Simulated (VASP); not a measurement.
These are PBEsol GGA, VASP's PBE PAW potentials (set 64) (plane waves; VASP 6.6.1) values and carry that method's errors.

VASP ran on this input.

### POSCAR
```
Ru
17.2849620
  0.1553998210   0.0000000000   0.0000000000
 -0.0776999105   0.1345802207   0.0000000000
  0.0000000000   0.0000000000   0.5000000000
Ru
4
direct
 -0.0173410000  -0.0203920000   0.0032490000
 -0.0106730000   0.0085980000   0.4927280000
  0.3635960000   0.7005020000   0.2487240000
  0.6644190000   0.3112910000   0.7552980000
```

**KPOINTS**
```
Automatic mesh
0
Gamma
7 7 2
0 0 0
```

INCAR:
```
! general
SYSTEM   =  Ru
PREC     =  Accurate
ENCUT    =  300
LREAL    =  .FALSE.   ! projection in real space or not
LASPH    =  .TRUE.

! electronic loop
EDIFF    =  1E-6
NELM     =  100
ALGO     =  Normal   ! blocked Davidson
LMAXMIX  =  4   ! l cut-off of mixed one-centre charges

! smearing
ISMEAR   =  -1   ! Fermi-Dirac
SIGMA    =  0.05

! functional
GGA      =  PS   ! PBEsol

! ions
ISIF     =  2   ! forces and stress, cell fixed

! output
LWAVE    =  .FALSE.
LCHARG   =  .FALSE.
```

POTCAR, in this order: Ru_pv (PBE.64 set). Program: vasp_std.

The run wrote:

OSZICAR:
```
       N       E                     dE             d eps       ncg     rms          rms(c)
DAV:   1     0.480455268687E+03    0.48046E+03   -0.25550E+04  3580   0.127E+03
DAV:   2    -0.250727106442E+02   -0.50553E+03   -0.49538E+03  3639   0.454E+02
DAV:   3    -0.429287080905E+02   -0.17856E+02   -0.17342E+02  4108   0.815E+01
DAV:   4    -0.433587347274E+02   -0.43003E+00   -0.38711E+00  3880   0.948E+00
DAV:   5    -0.433662223401E+02   -0.74876E-02   -0.74811E-02  3875   0.137E+00    0.277E+01
DAV:   6    -0.405618819116E+02    0.28043E+01   -0.91402E+00  3535   0.224E+01    0.738E+00
DAV:   7    -0.411330820644E+02   -0.57120E+00   -0.77777E+00  4164   0.217E+01    0.801E+00
DAV:   8    -0.403182828862E+02    0.81480E+00   -0.51678E+00  4155   0.122E+01    0.141E+00
DAV:   9    -0.403273688562E+02   -0.90860E-02   -0.28110E-01  4125   0.394E+00    0.146E+00
DAV:  10    -0.403028035612E+02    0.24565E-01   -0.10952E-01  4190   0.271E+00    0.205E-01
DAV:  11    -0.403026468359E+02    0.15673E-03   -0.40804E-03  3975   0.531E-01    0.107E-01
DAV:  12    -0.403025882332E+02    0.58603E-04   -0.13561E-03  4116   0.293E-01    0.702E-02
DAV:  13    -0.403025550649E+02    0.33168E-04   -0.24499E-04  4253   0.115E-01    0.306E-02
DAV:  14    -0.403025580458E+02   -0.29809E-05   -0.18743E-05  4058   0.371E-02    0.956E-03
DAV:  15    -0.403025571682E+02    0.87760E-06   -0.14823E-06  1898   0.894E-03
   1 F= -.40302557E+02 E0= -.40280166E+02  d E =-.447832E-01
```

**OUTCAR**
```
------------------------ aborting loop because EDIFF is reached ----------------------------------------
  FORCE on cell =-STRESS in cart. coord.  units (eV):
  Direction    XX          YY          ZZ          XY          YZ          ZX
  --------------------------------------------------------------------------------------
  Total       -0.4572814     -1.3307033     -1.0660065      0.1183859     -0.0740699      0.1266421
  in kB      -13.5671026    -39.4806948    -31.6273928      3.5123967     -2.1975834      3.7573506
  external PRESSURE =     -28.2250634 kB  Pullay stress =       0.0000000 kB
  volume of cell :       54.00
      direct lattice vectors                 reciprocal lattice vectors
     2.686080000  0.000000000  0.000000000     0.372289731  0.214941532  0.000000000
    -1.343040000  2.326214000  0.000000000     0.000000000  0.429883063  0.000000000
     0.000000000  0.000000000  8.642481000     0.000000000  0.000000000  0.115707515
 POSITION                                       TOTAL-FORCE (eV/Angst)
 -----------------------------------------------------------------------------------
      1.32385      2.27878      0.02808         0.266846      0.296866     -0.522255
      2.64586      0.02000      4.25839         0.360910      0.105386      0.825614
      0.03585      1.62952      2.14959        -0.425473     -0.687568      0.333002
      1.36661      0.72413      6.52765        -0.202282      0.285315     -0.636360
 -----------------------------------------------------------------------------------
    total drift:                               -0.000391     -0.000093      0.000083
  FREE ENERGIE OF THE ION-ELECTRON SYSTEM (eV)
  ---------------------------------------------------
  free  energy   TOTEN  =       -40.3025571682 eV

  energy  without entropy=      -40.2577739329  energy(sigma->0) =      -40.28016555
```
(Selected blocks of OUTCAR.)

At this cut-off the stress carries a Pulay error, which pulls relaxed volumes low.

The structure was generated: Ru was put into an ordered model structure, which need not be its known phase. The cell was not relaxed at this level, atoms are displaced from their ideal sites. The k-mesh is coarse (spacing up to 0.39 per Å, 2π included), so the numbers may not be converged in it. The run is one of a series of settings (GGA = PS against the base run), some of them coarse on purpose.
